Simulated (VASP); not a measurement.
An input for Quantum ESPRESSO's pw.x (written as the equivalent of a VASP run, and not itself run):

```
&CONTROL
  calculation = 'vc-relax'
  pseudo_dir = './pseudo'
  outdir = './out'
  tprnfor = .true.
  tstress = .true.
  nstep = 60
  forc_conv_thr = 0.00078
/
&SYSTEM
  ibrav = 0
  nat = 6
  ntyp = 2
  ecutwfc = 86
  occupations = 'smearing'
  smearing = 'gaussian'
  degauss = 0.003675
  input_dft = 'vdw-df-obk8'
/
&ELECTRONS
  conv_thr = 7.3e-08
  electron_maxstep = 100
/
&IONS
/
&CELL
/
ATOMIC_SPECIES
  W 183.840 W.upf
  Se 78.971 Se.upf
CELL_PARAMETERS angstrom
     3.3302679    0.0000000    0.0000000
    -1.6651340    2.8840963   -0.0000000
    -0.0000000   -0.0000000   13.2347495
ATOMIC_POSITIONS crystal
  W    0.6666670  0.3333330  0.7500000
  W    0.3333330  0.6666670  0.2500000
  Se   0.6666670  0.3333330  0.3775184
  Se   0.3333330  0.6666670  0.8775184
  Se   0.3333330  0.6666670  0.6224816
  Se   0.6666670  0.3333330  0.1224816
K_POINTS automatic
  7 7 2 0 0 0
```

Task: Write the VASP files for the same calculation (optB88-vdW).

Result: This is not unique; one that fits is 
**INCAR**
```
# general
SYSTEM    =  WSe2
PREC      =  Accurate
ENCUT     =  480
LREAL     =  .FALSE.
LASPH     =  .TRUE.

# electronic loop
EDIFF     =  1E-6
NELM      =  100
ALGO      =  Normal
LMAXMIX   =  6

# smearing
ISMEAR    =  0
SIGMA     =  0.05

# functional
GGA       =  BO
LUSE_VDW  =  .TRUE.
AGGAC     =  0.0
PARAM1    =  0.1833333333
PARAM2    =  0.22

# ions
IBRION    =  2
NSW       =  60
ISIF      =  3
EDIFFG    =  -0.02

# output
LWAVE     =  .FALSE.
LCHARG    =  .FALSE.
```

File KPOINTS:
```
Automatic mesh
0
Gamma
7 7 2
0 0 0
```

**POSCAR**
```
WSe2
1.0
  3.3302679352   0.0000000000   0.0000000000
 -1.6651339676   2.8840962940   0.0000000000
  0.0000000000   0.0000000000  13.2347495243
W Se
2 4
Cart
  1.6651356327   0.9613644700   9.9260621432
 -0.0000016651   1.9227318240   3.3086873811
  1.6651356327   0.9613644700   4.9963618142
 -0.0000016651   1.9227318240  11.6137365764
 -0.0000016651   1.9227318240   8.2383877101
  1.6651356327   0.9613644700   1.6210129479
```

POTCAR, in this order: W_sv Se (PBE.64 set). Program: vasp_std.

The two are equivalent in intent, not identical: the potentials are each code's own (VASP's PAW set, PseudoDojo norm-conserving files in pw.x), so ENCUT and ecutwfc are chosen apart and not converted; conv_thr bounds pw.x's estimated SCF error, while EDIFF bounds the energy change between steps; forc_conv_thr acts on force components and is met together with etot_conv_thr.

The compound is WSe2 in the 2H layered structure. It was relaxed first, which changed the volume by +5 %. The start is the result of an earlier pass.
